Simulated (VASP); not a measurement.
Output of a VASP run:

**OUTCAR**
```
 ion  position               nearest neighbor table
   1  0.000  0.000  0.500-
   2  0.000  0.000  0.000-
   3  0.333  0.667  0.250-
   4  0.667  0.333  0.750-
  LATTYP: Found a hexagonal cell.
 ALAT       =     3.7408335075
 C/A-ratio  =     3.2374728748
 Subroutine PRICEL returns:
 Original cell was already a primitive cell.
 Subroutine GETGRP returns: Found 24 space group operations
The static configuration has the point symmetry D_3d.
 The point group associated with its full space group is D_6h.
The dynamic configuration has the point symmetry D_3d.
 Subroutine INISYM returns: Found 24 space group operations
 Subroutine IBZKPT returns following result:
 Found     24 irreducible k-points:

 Following reciprocal coordinates:
            Coordinates               Weight
  0.000000  0.000000  0.000000      1.000000
  0.111111  0.000000  0.000000      6.000000
  0.222222  0.000000  0.000000      6.000000
  0.333333  0.000000  0.000000      6.000000
  0.444444  0.000000  0.000000      6.000000
  0.111111  0.111111  0.000000      6.000000
  0.222222  0.111111  0.000000     12.000000
  0.333333  0.111111  0.000000     12.000000
  0.444444  0.111111  0.000000      6.000000
  0.222222  0.222222  0.000000      6.000000
  0.333333  0.222222  0.000000     12.000000
  0.333333  0.333333  0.000000      2.000000
  0.000000  0.000000  0.333333      2.000000
  0.111111  0.000000  0.333333     12.000000
  0.222222  0.000000  0.333333     12.000000
  0.333333  0.000000  0.333333     12.000000
  0.444444  0.000000  0.333333     12.000000
  0.111111  0.111111  0.333333     12.000000
  0.222222  0.111111  0.333333     24.000000
  0.333333  0.111111  0.333333     24.000000
  0.444444  0.111111  0.333333     12.000000
  0.222222  0.222222  0.333333     12.000000
  0.333333  0.222222  0.333333     24.000000
  0.333333  0.333333  0.333333      4.000000
   k-points           NKPTS =     24   k-points in BZ     NKDIM =     24   number of bands    NBANDS=     26
   number of dos      NEDOS =    301   number of ions     NIONS =      4
   total plane-waves  NPLWV =  70560
   dimension x,y,z NGX =    28 NGY =   28 NGZ =   90
   dimension x,y,z NGXF=    56 NGYF=   56 NGZF=  180
   ions per type =               4
   PREC   = accura    normal or accurate (medium, high low for compatibility)
   ISTART =      0    job   : 0-new  1-cont  2-samecut
   ICHARG =      2    charge: 1-file 2-atom 10-const
   ISPIN  =      1    spin polarized calculation?
   LNONCOLLINEAR =      F non collinear calculations
   LSORBIT =      F    spin-orbit coupling
   INIWAV =      1    electr: 0-lowe 1-rand  2-diag
   ENCUT  =  520.0 eV  38.22 Ry    6.18 a.u.   6.96  6.96 22.52*2*pi/ulx,y,z
   NELM   =    100;   NELMIN=  2; NELMDL= -5     # of ELM steps
   EDIFF  = 0.1E-06   stopping-criterion for ELM
   LREAL  =      F    real-space projection
   NLSPLINE    = F    spline interpolate recip. space projectors
   LMAXMIX     =    6 max onsite mixed and CHGCAR
   VOSKOWN=      0    Vosko Wilk Nusair interpolation
   EDIFFG = -.1E-01   stopping-criterion for IOM
   NSW    =     30    number of steps for IOM
   NBLOCK =      1;   KBLOCK =     30    inner block; outer block
   IBRION =      2    ionic relax: 0-MD 1-quasi-New 2-CG
   NFREE  =      1    steps in history (QN), initial steepest desc. (CG)
   ISIF   =      4    stress and relaxation
   ISYM   =      2    0-nonsym 1-usesym 2-fastsym
   TEIN   =    0.0    initial temperature
   TEBEG  =    0.0;   TEEND  =   0.0 temperature during run
   SMASS  =  -3.00    Nose mass-parameter (am)
   PSTRESS=    0.0 pullay stress
   NELECT =      44.0000    total number of electrons
   EFERMI =   0.00;   METHOD = LEGACY
   ISMEAR =     1;   SIGMA  =   0.10  broadening in eV -4-tet -1-fermi 0-gaus
   IALGO  =     38    algorithm
   LDIAG  =      T    sub-space diagonalisation (order eigenvalues)
...
```

File OSZICAR:
```
...
DAV:   5    -0.177966103324E+02   -0.18576E+01   -0.18095E+01  2464   0.330E+01    0.506E+00
DAV:   6    -0.180294713387E+02   -0.23286E+00   -0.23326E+00  2408   0.113E+01    0.264E+00
DAV:   7    -0.181146320362E+02   -0.85161E-01   -0.52876E-01  2328   0.563E+00    0.833E-01
DAV:   8    -0.181318461962E+02   -0.17214E-01   -0.58358E-02  2480   0.187E+00    0.627E-01
DAV:   9    -0.181351208410E+02   -0.32746E-02   -0.61801E-03  2296   0.556E-01    0.525E-01
DAV:  10    -0.181336204093E+02    0.15004E-02   -0.24538E-02  1912   0.165E+00    0.238E-01
DAV:  11    -0.181331013310E+02    0.51908E-03   -0.34216E-03  2272   0.597E-01    0.150E-01
DAV:  12    -0.181327465600E+02    0.35477E-03   -0.50209E-04  2208   0.215E-01    0.710E-02
DAV:  13    -0.181326580407E+02    0.88519E-04   -0.81038E-04  2128   0.242E-01    0.378E-02
DAV:  14    -0.181326378222E+02    0.20219E-04   -0.26170E-04  2048   0.168E-01    0.167E-02
DAV:  15    -0.181326297363E+02    0.80859E-05   -0.28929E-05  2208   0.617E-02    0.348E-03
DAV:  16    -0.181326286046E+02    0.11317E-05   -0.17616E-06  1928   0.136E-02    0.125E-03
DAV:  17    -0.181326280647E+02    0.53990E-06   -0.23223E-07  1352   0.662E-03    0.982E-04
DAV:  18    -0.181326278713E+02    0.19336E-06   -0.81854E-08  1248   0.502E-03    0.323E-04
DAV:  19    -0.181326279443E+02   -0.72966E-07   -0.28121E-08  1056   0.397E-03
   1 F= -.18132628E+02 E0= -.18132324E+02  d E =-.181326E+02
       N       E                     dE             d eps       ncg     rms          rms(c)
DAV:   1    -0.181403966808E+02   -0.77688E-02   -0.60869E-01  1798   0.142E+01    0.374E-01
DAV:   2    -0.181361321056E+02    0.42646E-02   -0.18568E-02  2120   0.164E+00    0.207E-01
DAV:   3    -0.181343782692E+02    0.17538E-02   -0.10350E-02  2240   0.108E+00    0.595E-02
DAV:   4    -0.181343673987E+02    0.10870E-04   -0.52768E-04  2144   0.226E-01    0.377E-02
DAV:   5    -0.181343707853E+02   -0.33866E-05   -0.42066E-05  2304   0.536E-02    0.130E-02
DAV:   6    -0.181343692646E+02    0.15207E-05   -0.12854E-05  2272   0.313E-02    0.285E-03
DAV:   7    -0.181343691138E+02    0.15079E-06   -0.15478E-06  1816   0.928E-03    0.274E-03
DAV:   8    -0.181343693900E+02   -0.27616E-06   -0.17416E-07  1216   0.665E-03    0.834E-04
DAV:   9    -0.181343696100E+02   -0.22000E-06   -0.87919E-08  1010   0.404E-03    0.316E-04
DAV:  10    -0.181343695938E+02    0.16200E-07   -0.37940E-08   860   0.502E-03
   2 F= -.18134370E+02 E0= -.18134308E+02  d E =-.174165E-02
       N       E                     dE             d eps       ncg     rms          rms(c)
DAV:   1    -0.181420834455E+02   -0.77138E-02   -0.72610E-01  1758   0.155E+01    0.407E-01
DAV:   2    -0.181371062157E+02    0.49772E-02   -0.22266E-02  2116   0.181E+00    0.227E-01
DAV:   3    -0.181350018076E+02    0.21044E-02   -0.12355E-02  2240   0.118E+00    0.647E-02
DAV:   4    -0.181349886921E+02    0.13115E-04   -0.63316E-04  2152   0.247E-01    0.409E-02
DAV:   5    -0.181349920339E+02   -0.33418E-05   -0.49255E-05  2304   0.584E-02    0.141E-02
DAV:   6    -0.181349903634E+02    0.16705E-05   -0.15272E-05  2280   0.346E-02    0.326E-03
DAV:   7    -0.181349901963E+02    0.16707E-06   -0.17297E-06  1912   0.985E-03    0.287E-03
DAV:   8    -0.181349904966E+02   -0.30027E-06   -0.18699E-07  1200   0.618E-03    0.861E-04
DAV:   9    -0.181349907278E+02   -0.23126E-06   -0.97872E-08   972   0.405E-03    0.324E-04
DAV:  10    -0.181349907118E+02    0.16004E-07   -0.39318E-08   830   0.529E-03
   3 F= -.18134991E+02 E0= -.18135237E+02  d E =-.236277E-02
```

File OUTCAR:
```
------------------------ aborting loop because EDIFF is reached ----------------------------------------
  FORCE on cell =-STRESS in cart. coord.  units (eV):
  Direction    XX          YY          ZZ          XY          YZ          ZX
  --------------------------------------------------------------------------------------
  Total        1.5256112      1.5256114      1.5429250      0.0000000      0.0000000      0.0000000
  in kB       16.6537696     16.6537722     16.8427693      0.0000000      0.0000000      0.0000000
  external PRESSURE =      16.7167704 kB  Pullay stress =       0.0000000 kB
  volume of cell :      146.77
      direct lattice vectors                 reciprocal lattice vectors
     1.878804988 -3.254185950 -0.000000000     0.266126609 -0.153648257  0.000000000
     1.878804988  3.254185950  0.000000000     0.266126609  0.153648257 -0.000000000
     0.000000000  0.000000000 12.002945316     0.000000000 -0.000000000  0.083312885
 POSITION                                       TOTAL-FORCE (eV/Angst)
 -----------------------------------------------------------------------------------
      0.00000      0.00000      6.00147         0.000000     -0.000000     -0.000000
      0.00000      0.00000      0.00000         0.000000     -0.000000     -0.000000
      1.87880      1.08473      3.00074         0.000000      0.000000     -0.000000
      1.87880     -1.08473      9.00221        -0.000000     -0.000000      0.000000
 -----------------------------------------------------------------------------------
    total drift:                                0.000000      0.000000      0.000000
  FREE ENERGIE OF THE ION-ELECTRON SYSTEM (eV)
  ---------------------------------------------------
  free  energy   TOTEN  =       -18.1349907118 eV

  energy  without entropy=      -18.1357292114  energy(sigma->0) =      -18.13523688

 reached required accuracy - stopping structural energy minimisation
```
(Selected blocks of OUTCAR.)

POSCAR:
```
La
1
    1.8704166534    -3.2396569068     0.0000000000
    1.8704166534     3.2396569068     0.0000000000
    0.0000000000     0.0000000000    12.1108470099
La
4
Direct
  0.0000000000   0.0000000000   0.5000000000
  0.0000000000   0.0000000000   1.0000000000
  0.3333330000   0.6666670000   0.2500000000
  0.6666670000   0.3333330000   0.7500000000
```

Problem. Reconstruct the remaining input files.

Solution. Several could match; the one computed here: the input of the run itself, RPBE GGA, plane waves, VASP's PBE PAW potentials (set 64).

### KPOINTS
```
Automatic mesh
0
Gamma
9 9 3
0 0 0
```

### INCAR
```
SYSTEM = La
PREC = Accurate; ENCUT = 520; LREAL = .FALSE.
LASPH = .TRUE.
EDIFF = 1E-7; NELM = 100; ALGO = Normal
LMAXMIX = 6
ISMEAR = 1; SIGMA = 0.1
GGA = RP
IBRION = 2; NSW = 30; ISIF = 4
EDIFFG = -0.01
LWAVE = .FALSE.; LCHARG = .FALSE.
```

POTCAR, in this order: La (PBE.64 set). Program: vasp_std.

The compound is La in the dhcp structure. This cell is one point of a volume scan, at 0.94 of the reference volume. Symmetry was kept, so distortions that lower it aren't found.
